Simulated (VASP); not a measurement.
Data:

```
CELL_PARAMETERS angstrom
      3.86577     0.00000     0.00000
      0.00000     3.86577     0.00000
      0.00000     0.00000     5.04321
ATOMIC_POSITIONS crystal
  Sn 0.50000 0.00000 0.76200
  Sn 0.00000 0.50000 0.23800
  O  0.50000 0.50000 0.00000
  O  0.00000 0.00000 0.00000
```

Method: PBE GGA, VASP's PBE PAW potentials (set 64) (plane waves; VASP). Run with PREC = Normal, EDIFF = 1E-5, 500 eV cut-off, 8×8×6 Γ-centred mesh, Gaussian smearing of 0.050 eV, potentials Sn_d O.

Without a dispersion term in the relaxation, distances and binding between the weakly bound layers, chains or molecules are unreliable, and so is what depends on them.

Q: The ions are relaxed. What does this cell relax into?

A: 
```
CELL_PARAMETERS angstrom
      3.86577     0.00000     0.00000
      0.00000     3.86577     0.00000
      0.00000     0.00000     5.04321
ATOMIC_POSITIONS crystal
  Sn 0.50000 0.00000 0.76904
  Sn 0.00000 0.50000 0.23096
  O  0.50000 0.50000 0.00000
  O  0.00000 0.00000 0.00000
```
Space group P4/nmm (129), at a tolerance of 0.03 Å.

Q: How much energy does the relaxation gain?

A: The energy (σ→0) changes by -5.9 meV/atom, in 3 ionic steps.

| step | E(σ→0) (eV) | max force (eV/Å) | pressure (GPa) | volume (Å³) |
|---|---|---|---|---|
| 1 | -22.7024 | 0.644 | -1.99 | 75.37 |
| 2 | -22.7256 | 0.088 | -0.42 | 75.37 |
| 3 | -22.7262 | 0.012 | 0.04 | 75.37 |

The compound is SnO in the litharge structure. This run relaxes the ions in a fixed cell. Symmetry was kept, so distortions that lower it aren't found.
